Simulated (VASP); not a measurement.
All values below come from r2SCAN meta-GGA, VASP's PBE PAW potentials (set 64) (plane waves; VASP 6.6.1).

VASP ran on this input.

### POSCAR
```
C
1.0
  1.2050948981  -2.0872844821   0.0000000000
  1.2050948981   2.0872844821   0.0000000000
  0.0000000000   0.0000000000   5.4202940277
C
4
Cart
  0.0000000000   0.0000000000   1.3550735069
  0.0000000000   0.0000000000   4.0652205208
  1.2050948981   0.6957628856   1.3550735069
  1.2050948981  -0.6957628856   4.0652205208
```

File KPOINTS:
```
K-points
0
Gamma
10 10 4
```

### INCAR
```
ALGO = Normal
EDIFF = 1E-6
EDIFFG = -0.02
ENCUT = 620
IBRION = 2
ISIF = 3
ISMEAR = 0
LASPH = .True.
LCHARG = .False.
LMIXTAU = .True.
LREAL = .False.
LWAVE = .False.
METAGGA = R2SCAN
NELM = 100
NSW = 40
PREC = Accurate
PSTRESS = 300
SIGMA = 0.05
SYSTEM = C
```

POTCAR, in this order: C (PBE.64 set). Program: vasp_std.

The resulting files:

**OUTCAR**
```
 ion  position               nearest neighbor table
   1  0.000  0.000  0.250-   3 1.39   3 1.39   3 1.39
   2  0.000  0.000  0.750-   4 1.39   4 1.39   4 1.39
   3  0.333  0.667  0.250-   1 1.39   1 1.39   1 1.39
   4  0.667  0.333  0.750-   2 1.39   2 1.39   2 1.39
  LATTYP: Found a hexagonal cell.
 ALAT       =     2.4101888355
 C/A-ratio  =     2.2489084456
 Subroutine PRICEL returns:
 Original cell was already a primitive cell.
 Subroutine GETGRP returns: Found 24 space group operations
The static configuration has the point symmetry D_3d.
 The point group associated with its full space group is D_6h.
The dynamic configuration has the point symmetry D_3d.
 Subroutine INISYM returns: Found 24 space group operations
 Subroutine IBZKPT returns following result:
 Found     42 irreducible k-points:

 Following reciprocal coordinates:
            Coordinates               Weight
  0.000000  0.000000  0.000000      1.000000
  0.100000  0.000000  0.000000      6.000000
  0.200000  0.000000  0.000000      6.000000
  0.300000  0.000000  0.000000      6.000000
  0.400000  0.000000  0.000000      6.000000
  0.500000  0.000000  0.000000      3.000000
  0.100000  0.100000  0.000000      6.000000
  0.200000  0.100000  0.000000     12.000000
  0.300000  0.100000  0.000000     12.000000
  0.400000  0.100000  0.000000     12.000000
  0.200000  0.200000  0.000000      6.000000
  0.300000  0.200000  0.000000     12.000000
  0.400000  0.200000  0.000000      6.000000
  0.300000  0.300000  0.000000      6.000000
  0.000000  0.000000  0.250000      2.000000
  0.100000  0.000000  0.250000     12.000000
  0.200000  0.000000  0.250000     12.000000
  0.300000  0.000000  0.250000     12.000000
  0.400000  0.000000  0.250000     12.000000
  0.500000  0.000000  0.250000      6.000000
...
```

File OSZICAR:
```
       N       E                     dE             d eps       ncg     rms          rms(c)
DAV:   1     0.442111831130E+02    0.44211E+02   -0.98149E+03  1008   0.150E+03
DAV:   2    -0.417847312664E+02   -0.85996E+02   -0.78317E+02  1408   0.252E+02
DAV:   3    -0.450042644832E+02   -0.32195E+01   -0.31940E+01  1272   0.476E+01
DAV:   4    -0.450323339527E+02   -0.28069E-01   -0.28047E-01  1212   0.514E+00
DAV:   5    -0.450327797113E+02   -0.44576E-03   -0.44568E-03  1240   0.619E-01    0.892E+00
DAV:   6    -0.405288744714E+02    0.45039E+01   -0.21417E+00  1136   0.119E+01    0.657E+00
DAV:   7    -0.374944624538E+02    0.30344E+01   -0.37361E-01  1184   0.749E+00    0.128E+00
DAV:   8    -0.388771133942E+02   -0.13827E+01   -0.11251E+00  1084   0.959E+00    0.152E+00
DAV:   9    -0.395254549020E+02   -0.64834E+00   -0.14442E-01  1156   0.487E+00    0.933E-01
DAV:  10    -0.388700188965E+02    0.65544E+00   -0.10666E-01  1076   0.405E+00    0.676E-01
DAV:  11    -0.391722792357E+02   -0.30226E+00   -0.64714E-02  1064   0.269E+00    0.296E-01
DAV:  12    -0.391872895240E+02   -0.15010E-01   -0.26430E-03  1260   0.668E-01    0.137E-01
DAV:  13    -0.391944104905E+02   -0.71210E-02   -0.18574E-03  1048   0.601E-01    0.677E-02
DAV:  14    -0.391937864362E+02    0.62405E-03   -0.48490E-04  1096   0.332E-01    0.245E-02
DAV:  15    -0.391948901106E+02   -0.11037E-02   -0.37507E-04  1032   0.278E-01    0.760E-03
DAV:  16    -0.391949197435E+02   -0.29633E-04   -0.13194E-05  1188   0.502E-02    0.596E-03
DAV:  17    -0.391949227232E+02   -0.29797E-05   -0.18051E-06  1144   0.116E-02    0.439E-03
DAV:  18    -0.391949243133E+02   -0.15901E-05   -0.25813E-06  1056   0.238E-02    0.237E-03
DAV:  19    -0.391949258625E+02   -0.15492E-05   -0.43675E-07   648   0.925E-03    0.199E-03
DAV:  20    -0.391949258425E+02    0.20043E-07   -0.30835E-08   580   0.185E-03
   1 F= -.34089095E+02 E0= -.34089095E+02  d E =-.340891E+02
```

File OUTCAR:
```
------------------------ aborting loop because EDIFF is reached ----------------------------------------
  FORCE on cell =-STRESS in cart. coord.  units (eV):
  Direction    XX          YY          ZZ          XY          YZ          ZX
  --------------------------------------------------------------------------------------
  Total        5.1628194      5.1628139      5.0741237      0.0000000     -0.0000000      0.0000000
  in kB      303.3484524    303.3481300    298.1370173      0.0000000     -0.0000000      0.0000000
  external PRESSURE =       1.6111999 kB  Pullay stress =     300.0000000 kB
  volume of cell :       27.27
      direct lattice vectors                 reciprocal lattice vectors
     1.205094898 -2.087284482  0.000000000     0.414905084 -0.239545689  0.000000000
     1.205094898  2.087284482  0.000000000     0.414905084  0.239545689  0.000000000
     0.000000000  0.000000000  5.420294028     0.000000000  0.000000000  0.184491837
 POSITION                                       TOTAL-FORCE (eV/Angst)
 -----------------------------------------------------------------------------------
      0.00000      0.00000      1.35507        -0.000000     -0.000000     -0.000000
      0.00000      0.00000      4.06522         0.000000      0.000000      0.000000
      1.20509      0.69576      1.35507         0.000000      0.000000     -0.000000
      1.20509     -0.69576      4.06522         0.000000     -0.000000     -0.000000
 -----------------------------------------------------------------------------------
    total drift:                                0.000000     -0.000000      0.000000
  FREE ENERGIE OF THE ION-ELECTRON SYSTEM (eV)
  ---------------------------------------------------
  free  energy   TOTEN  =       -39.1949258425 eV

  energy  without entropy=      -39.1949247322  energy(sigma->0) =      -39.19492529
  enthalpy is  TOTEN    =       -34.0890951934 eV   P V=        5.1058306490

 reached required accuracy - stopping structural energy minimisation
```
(Selected blocks of OUTCAR.)

The compound is C in the graphite structure. It was relaxed first under an external pressure of 30 GPa.
